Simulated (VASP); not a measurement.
Data:

```yaml
crystal:
  lattice:
    - [1.37608, -2.38343, 0.00000]
    - [1.37608, 2.38343, 0.00000]
    - [0.00000, 0.00000, 4.39724]
  atoms:
    - { symbol: Tc, position: [0.33333, 0.66667, 0.25000] }
    - { symbol: Tc, position: [0.66667, 0.33333, 0.75000] }
```

All values below come from optB88-vdW, VASP's PBE PAW potentials (set 64) (plane waves; VASP). Settings: 520 eV cut-off, Gaussian smearing of 0.050 eV, potentials Tc_pv.

Question: Give the energies of bands 7 to 16 at the high-symmetry points, in eV from the Fermi level.

Answer: 
```
band      Γ      M      K      A      L      H
----  -----  -----  -----  -----  -----  -----
7     -7.19  -5.26  -4.67  -5.27  -5.20  -3.78
8     -5.33  -4.61  -3.31  -5.27  -5.20  -3.78
9     -1.54  -4.51  -3.31  -1.81  -3.61  -3.18
10    -1.54  -1.91  -2.81  -1.81  -3.61  -3.18
11    -1.44  -1.09  -1.84  -1.68   0.10  -1.71
12    -0.83  -0.85  -1.84  -1.68   0.10  -1.71
13    -0.83  -0.48  -0.04  -1.68   1.46  -0.10
14    -0.18   2.83   2.27  -1.68   1.46  -0.10
15    -0.18   3.26   2.27   1.81   3.09   2.54
16     1.86   3.26   2.68   1.81   3.09   2.54
```

It has no gap at this level: it comes out as a metal or semimetal.

The compound is Tc in the hcp structure. It was relaxed first.
